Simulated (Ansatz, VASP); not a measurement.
**Two plane-wave programs on LiCaF3**

```
Li Ca F
1.0
     3.76124    0.00000    0.00000
     0.00000    3.76124    0.00000
     0.00000    0.00000    3.76124
Li Ca F
1 1 3
Direct
  0.50000 0.50000 0.47341
  0.00000 0.00000 0.00000
  0.00000 0.50000 0.50000
  0.50000 0.50000 0.00000
  0.50000 0.00000 0.50000
```

Alike in both runs: task single point; functional PBE; k mesh 6 × 6 × 6; occupations gaussian, width 0.05 eV; no spin polarisation.

```csv
,VASP,Ansatz
version,VASP 6.6.1,Ansatz 0.2.0
potentials or method,"VASP PAW PBE potentials, release 64 (Li_sv, Ca_sv, F)","scalar-relativistic, plane waves, PAW"
plane-wave cutoff (eV),520,420
valence electrons in the cell,34,34
```

```csv
,VASP,Ansatz,Ansatz less VASP
gap on the k mesh at the Fermi level (eV),6.47,6.48,+0.006
least direct gap on the mesh (eV),6.58,6.59,+0.005
rms of the force components (eV/Å),0.202,0.192,-0.0095
```

Atom by atom the forces differ by 0.010 eV/Å (rms over components).

 A k mesh can miss the band edges.
